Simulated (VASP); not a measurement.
OSZICAR of a VASP run on GaSb (zinc blende):

### OSZICAR
```
       N       E                     dE             d eps       ncg     rms          rms(c)
DAV:   1     0.803378424334E+02    0.80338E+02   -0.88749E+03  1230   0.174E+03
DAV:   2    -0.135207673744E+01   -0.81690E+02   -0.79147E+02  1340   0.325E+02
DAV:   3    -0.726572202070E+01   -0.59136E+01   -0.58756E+01  1542   0.735E+01
DAV:   4    -0.737072111677E+01   -0.10500E+00   -0.10497E+00  1396   0.110E+01
DAV:   5    -0.737343009045E+01   -0.27090E-02   -0.27089E-02  1613   0.158E+00    0.331E+00
DAV:   6    -0.732711965241E+01    0.46310E-01   -0.72440E-02  1754   0.489E+00    0.201E+00
DAV:   7    -0.731254858411E+01    0.14571E-01   -0.46966E-02  1412   0.206E+00    0.344E-01
DAV:   8    -0.731346963632E+01   -0.92105E-03   -0.48345E-03  1491   0.997E-01    0.858E-02
DAV:   9    -0.731395410402E+01   -0.48447E-03   -0.80529E-04  1340   0.241E-01    0.398E-02
DAV:  10    -0.731396271817E+01   -0.86142E-05   -0.32823E-05  1521   0.464E-02    0.108E-02
DAV:  11    -0.731398838853E+01   -0.25670E-04   -0.40302E-05  1307   0.506E-02    0.397E-03
DAV:  12    -0.731398898692E+01   -0.59839E-06   -0.10692E-06  1467   0.118E-02    0.126E-03
DAV:  13    -0.731398908296E+01   -0.96039E-07   -0.13473E-07  1219   0.243E-03
   1 F= -.81885872E+01 E0= -.81885973E+01  d E =0.304699E-04
```

Q: Which electronic solver shows in the log?

A: It is blocked Davidson (ALGO = Normal, or the opening steps of other solvers). The INCAR had ALGO = Normal.

Q: Can the final energy be trusted as converged?

A: The calculation finished and met its thresholds. It stopped with EDIFF = 1E-7, NELM = 100 (PBE GGA with D4 dispersion, plane waves, VASP's PBE PAW potentials (set 64)).

The compound is GaSb in the zinc blende structure. This cell is one point of a volume scan, at 0.97 of the reference volume.
